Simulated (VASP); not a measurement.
Data:

```
SnTe
1.0
    0.00000     3.15275     3.15275
    3.15275     0.00000     3.15275
    3.15275     3.15275     0.00000
Sn Te
1 1
Direct
  0.00000   0.00000   0.00000
  0.50000   0.50000   0.50000
```

The numbers are results of PBE GGA with D3 dispersion (Becke-Johnson damping), VASP's PBE PAW potentials (set 64) (plane waves; VASP), not measurements. Run with 520 eV cut-off, Gaussian smearing of 0.050 eV, potentials Sn_d Te.

Unless said otherwise, spin-orbit coupling is left out, though it shifts the bands of the heavy elements here.

Problem. Give the energies of bands 7 to 13 at the high-symmetry points, in eV from the valence-band maximum.

Solution. 
```json
[
 {"band": "7", "Γ": "-4.70", "X": "-6.48", "U": "-7.43", "L": "-8.34", "W": "-7.38"},
 {"band": "8", "Γ": "-2.15", "X": "-5.58", "U": "-5.18", "L": "-1.82", "W": "-4.83"},
 {"band": "9", "Γ": "-2.15", "X": "-3.75", "U": "-3.25", "L": "-1.82", "W": "-4.83"},
 {"band": "10", "Γ": "-2.15", "X": "-3.75", "U": "-2.72", "L": "0.00", "W": "-0.83"},
 {"band": "11", "Γ": "3.33", "X": "2.17", "U": "3.01", "L": "0.09", "W": "0.83"},
 {"band": "12", "Γ": "3.33", "X": "4.91", "U": "3.07", "L": "0.36", "W": "4.60"},
 {"band": "13", "Γ": "3.33", "X": "4.91", "U": "4.18", "L": "0.36", "W": "4.60"}
]
```

The gap is indirect, 0.08 eV, from the valence maximum at L to the conduction minimum at L-W at 0.07.

The compound is SnTe in the rock salt structure, which distorts at low temperature. It was relaxed first.
